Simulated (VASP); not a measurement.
Data:

```
CELL_PARAMETERS angstrom
      3.27602     0.00000     0.00000
      0.00000     3.27602     0.00000
      0.00000     0.00000     3.27602
ATOMIC_POSITIONS crystal
  Li 0.00000 0.00000 0.00000
  Cl 0.50000 0.50000 0.50000
```

Method: PBE GGA, VASP's PBE PAW potentials (set 64) (plane waves; VASP 6.6.1). Settings: 520 eV cut-off, Gaussian smearing of 0.050 eV, potentials Li_sv Cl.

Problem. Give the energies of bands 3 to 8 at the high-symmetry points, in eV from the valence-band maximum.

Solution. 
```tsv
band	Γ	X	M	R
3	-0.81	-3.92	-3.31	-2.46
4	-0.81	-0.34	-3.31	-2.46
5	-0.81	-0.34	0.00	-2.46
6	4.42	5.85	5.23	5.20
7	8.70	9.48	9.80	5.20
8	8.70	10.21	9.80	5.20
```

The gap is indirect, 4.42 eV, from the valence maximum at M to the conduction minimum at Γ.

The structure was generated: LiCl was put into the CsCl type type (Pm-3m), which need not be its known phase. It was relaxed first, which changed the volume by +32 %.
